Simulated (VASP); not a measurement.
Calculation: AM05 GGA, VASP's PBE PAW potentials (set 64) (plane waves; VASP).

A VASP calculation is set up with these files.

**KPOINTS**
```
Automatic mesh
0
Gamma
9 9 9
0 0 0
```

**INCAR**
```
ALGO = Normal   # blocked Davidson
LASPH = .True.   # aspherical one-centre terms
NELM = 100
SYSTEM = Sb
LREAL = .False.
LWAVE = .False.
SIGMA = 0.1   # width (eV)
LMAXMIX = 4   # l cut-off of mixed one-centre charges
EDIFFG = -0.01   # ionic stop
LCHARG = .False.
ENCUT = 520   # plane-wave cut-off (eV)
ISIF = 3   # ions, shape and volume
GGA = AM
ISMEAR = 1
NSW = 60
IBRION = 2   # conjugate gradients
EDIFF = 1E-6   # SCF stop (eV)
PREC = Accurate
```

### POSCAR
```
Sb
1.0
  3.9573420000  -2.1550000000   0.0000000000
  3.9573420000   2.1550000000   0.0000000000
  2.7838200000   0.0000000000   3.5432930000
Sb
2
Cartesian
  2.4981006840   0.0000000000   0.8273589155
  8.2004033160  -0.0000000000   2.7159340845
```

POTCAR, in this order: Sb (PBE.64 set). Program: vasp_std.

### Question
What will the output report for the number of irreducible k-points (NKPTS), largest plane-wave count, number of space-group operations, FFT grid (NGX, NGY, NGZ)?

### Answer

number of irreducible k-points (NKPTS): 85
largest plane-wave count: 1643
number of space-group operations: 12
FFT grid (NGX, NGY, NGZ): 36 × 36 × 36

The compound is Sb in the a7 structure. This run relaxes it. Symmetry was kept, so distortions that lower it aren't found.
